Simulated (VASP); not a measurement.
Given:

```
CELL_PARAMETERS angstrom
      4.55356     0.00000     0.00000
      0.00000     4.55356     0.00000
      0.00000     0.00000     2.92366
ATOMIC_POSITIONS crystal
  Ti 0.00000 0.00000 0.00000
  Ti 0.50000 0.50000 0.50000
  O  0.30400 0.30400 0.00000
  O  0.80400 0.19600 0.50000
  O  0.19600 0.80400 0.50000
  O  0.69600 0.69600 0.00000
```

The numbers are results of LDA (Ceperley-Alder, Perdew-Zunger), VASP's LDA PAW potentials (set 64) (plane waves; VASP 6.6.1), not measurements. Settings: 520 eV cut-off, Gaussian smearing of 0.050 eV, potentials Ti_sv O.

### Question
Give the energies of bands 14 to 27 at the high-symmetry points, in eV from the valence-band maximum.

### Answer

| band | Γ | X | M | Z | R | A |
|---|---|---|---|---|---|---|
| 14 | -5.57 | -5.10 | -5.75 | -4.67 | -5.32 | -4.99 |
| 15 | -5.26 | -3.87 | -4.02 | -3.93 | -4.15 | -4.72 |
| 16 | -3.94 | -3.87 | -4.02 | -3.93 | -4.15 | -4.72 |
| 17 | -3.94 | -3.45 | -3.00 | -3.71 | -3.36 | -3.65 |
| 18 | -2.66 | -3.45 | -3.00 | -3.71 | -3.36 | -3.65 |
| 19 | -2.66 | -3.17 | -2.34 | -2.84 | -2.45 | -2.81 |
| 20 | -2.02 | -3.17 | -2.34 | -2.84 | -2.45 | -2.81 |
| 21 | -0.70 | -1.69 | -1.32 | -2.56 | -2.14 | -1.38 |
| 22 | -0.47 | -1.69 | -1.32 | -2.56 | -2.14 | -1.38 |
| 23 | -0.47 | -0.78 | -1.11 | -1.47 | -1.10 | -0.68 |
| 24 | 0.00 | -0.78 | -1.11 | -1.47 | -1.10 | -0.68 |
| 25 | 1.82 | 2.53 | 1.86 | 3.03 | 1.85 | 2.61 |
| 26 | 2.10 | 2.53 | 1.86 | 3.03 | 1.85 | 2.61 |
| 27 | 2.41 | 3.09 | 2.54 | 3.26 | 3.28 | 3.24 |

The gap is direct, 1.82 eV, from the valence maximum at Γ to the conduction minimum at Γ.

The compound is TiO2 in the rutile structure. It was relaxed first.
